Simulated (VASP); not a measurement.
Input:

```
CELL_PARAMETERS angstrom
      1.92960    -3.34217     0.00000
      1.92960     3.34217     0.00000
      0.00000     0.00000     6.28080
ATOMIC_POSITIONS crystal
  Sn 0.00000 0.00000 0.00000
  Se 0.33333 0.66667 0.25371
  Se 0.66667 0.33333 0.74629
```

The numbers are results of PBE GGA with D3 dispersion (zero damping), VASP's PBE PAW potentials (set 64) (plane waves; VASP 6.6.1), not measurements. Numerical set-up: 520 eV cut-off, Gaussian smearing of 0.050 eV, potentials Sn_d Se.

Unless said otherwise, spin-orbit coupling is left out, though it shifts the bands of the heavy elements here.

Question: Predict the band gap (along the path) with the smallest direct gap where there is one.

Answer: 
```json
{
 "band gap (along the path)": "0.62 eV",
 "smallest direct gap (along the path)": "1.01 eV"
}
```

Only differences to runs with the same potentials and settings are physical.

The compound is SnSe2 in the 1T layered structure. It was relaxed first.
